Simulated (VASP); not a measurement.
Energy against volume of AgCl (rock salt). All values below come from PBE GGA with D3 dispersion (Becke-Johnson damping), VASP's PBE PAW potentials (set 64) (plane waves; VASP).

| V (Å³/atom) | E (eV/atom) |
|---|---|
| 19.607 | -3.01589 |
| 20.233 | -3.02653 |
| 20.858 | -3.02998 |
| 21.484 | -3.02749 |
| 22.110 | -3.02005 |

Task: Fit a third-order Birch-Murnaghan equation of state.

Result: 
```
Quantity                                        Result
---------------------------------------  -------------
volume per atom                          20.89 Å³/atom
bulk modulus                                  50.3 GPa
pressure derivative of the bulk modulus           5.23
lattice constant a                             5.508 Å
```

The compound is AgCl in the rock salt structure. It was relaxed first.
